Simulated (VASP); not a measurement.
**TiB: relaxation of cell and atoms with LDA**

The system is TiB.

```
CELL_PARAMETERS angstrom
0.00000 2.47982 2.47982
2.47982 0.00000 2.47982
2.47982 2.47982 0.00000
ATOMIC_POSITIONS crystal
Ti 0.75000 0.75000 0.75000
B 0.00000 0.00000 0.00000
```

| Item | Value |
| --- | --- |
| Program | VASP 6.6.1 |
| Task | relaxation of cell and atoms |
| Functional | LDA |
| Potentials or basis | VASP PAW LDA potentials, release 64 (Ti_sv, B) |
| Cutoff | 600 eV |
| k mesh | 14 × 14 × 14 |
| Occupations | gaussian, width 0.1 eV |
| Spin | no spin polarisation |
| Dipole correction | no |
| Further INCAR settings | ALGO = Fast; EDIFF = 1e-06; IBRION = 2; EDIFFG = -0.005; NSW = 70; ISIF = 3 |

| Property | Result |
| --- | --- |
| Relaxed volume | 14.34 Å³/atom |
| Relaxed cell | a = 3.436 Å, b = 3.436 Å, c = 3.436 Å, α = 60.00°, β = 60.00°, γ = 60.00° |
| Space group after relaxing (to 0.05 Å) | F-43m (No. 216) |
| Energy gained by relaxing | 18.3 meV/atom |
| Ionic steps | 3 |
| Pressure after relaxing | 0.0 GPa |
| Band gap on the k mesh | none (metal or under the smearing width) |

Step by step:
| step | energy change (eV) | largest force (eV/Å) | pressure (GPa) | volume (Å³) |
| --- | --- | --- | --- | --- |
| 1 | 0.0000 | 0.0000 | -6.24 | 30.50 |
| 2 | -0.0294 | 0.0000 | 2.55 | 27.95 |
| 3 | -0.0365 | 0.0000 | -0.03 | 28.69 |

Final structure:
```xyz
2
Lattice="0.0000 2.4297 2.4297 2.4297 0.0000 2.4297 2.4297 2.4297 0.0000" Properties=species:S:1:pos:R:3 pbc="T T T"
Ti    3.6446    3.6446    3.6446
B     0.0000    0.0000    0.0000
```

Levels at points of the mesh, in eV from the Fermi level:
```tsv
k point	band 5	band 6	band 7	band 8	band 9	band 10	band 11
(0.00, 0.00, 0.00)	-7.78	-1.07	-1.07	-1.07	2.20	2.20	8.65
(0.50, 0.00, 0.00)	-5.35	-2.32	-0.62	-0.62	2.66	2.66	3.45
(0.50, 0.50, 0.00)	-4.47	-2.97	0.66	0.96	0.96	2.96	3.98
```

It took 85 s on 1 thread of Intel(R) Xeon(R) 6975P-C (Granite Rapids), on a shared host, peak memory 0.18 GiB.

LDA usually gives volumes a few per cent too small. Zero-point motion and thermal expansion aren't in these numbers.
